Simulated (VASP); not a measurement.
An input for Quantum ESPRESSO's pw.x (written as the equivalent of a VASP run, and not itself run):

```
&CONTROL
  calculation = 'vc-relax'
  pseudo_dir = './pseudo'
  outdir = './out'
  tprnfor = .true.
  tstress = .true.
  nstep = 60
  forc_conv_thr = 0.00039
/
&SYSTEM
  ibrav = 0
  nat = 2
  ntyp = 1
  ecutwfc = 102
  occupations = 'smearing'
  smearing = 'methfessel-paxton'
  degauss = 0.00735
  input_dft = 'vdw-df-ob86'
/
&ELECTRONS
  conv_thr = 7.3e-08
  electron_maxstep = 100
/
&IONS
/
&CELL
/
ATOMIC_SPECIES
  Cd 112.414 Cd.upf
CELL_PARAMETERS angstrom
     1.4900000   -2.5807560    0.0000000
     1.4900000    2.5807560    0.0000000
     0.0000000    0.0000000    5.6200000
ATOMIC_POSITIONS crystal
  Cd   0.3333330  0.6666670  0.2500000
  Cd   0.6666670  0.3333330  0.7500000
K_POINTS automatic
  13 13 6 0 0 0
```

Question: Translate this input to VASP (INCAR, KPOINTS, POSCAR, choice of POTCAR).

Answer: This is not unique; one that fits is 
KPOINTS:
```
Automatic mesh
0
Gamma
13 13 6
0 0 0
```

### POSCAR
```
Cd
1
    1.4900000000    -2.5807560000     0.0000000000
    1.4900000000     2.5807560000     0.0000000000
    0.0000000000     0.0000000000     5.6200000000
Cd
2
Direct
  0.3333330000   0.6666670000   0.2500000000
  0.6666670000   0.3333330000   0.7500000000
```

**INCAR**
```
GGA  =  MK
SIGMA  =  0.1
PARAM2  =  1.0
NSW  =  60   ! most ionic steps
EDIFFG  =  -0.01   ! ionic stop
NELM  =  100   ! most electronic steps
LREAL  =  .False.
SYSTEM  =  Cd
LCHARG  =  .False.
LMAXMIX  =  4   ! l cut-off of mixed one-centre charges
ISMEAR  =  1
LWAVE  =  .False.
LUSE_VDW  =  .True.
EDIFF  =  1E-6   ! SCF stop (eV)
AGGAC  =  0.0
IBRION  =  2   ! conjugate gradients
PREC  =  Accurate
ALGO  =  Normal
ISIF  =  3   ! ions, shape and volume
LASPH  =  .True.   ! aspherical one-centre terms
PARAM1  =  0.1234
ENCUT  =  520   ! plane-wave cut-off (eV)
```

POTCAR, in this order: Cd (PBE.64 set). Program: vasp_std.

The two are equivalent in intent, not identical: the potentials are each code's own (VASP's PAW set, PseudoDojo norm-conserving files in pw.x), so ENCUT and ecutwfc are chosen apart and not converted; conv_thr bounds pw.x's estimated SCF error, while EDIFF bounds the energy change between steps; forc_conv_thr acts on force components and is met together with etot_conv_thr.

The compound is Cd in the hcp structure. This run relaxes it. Symmetry was kept, so distortions that lower it aren't found.
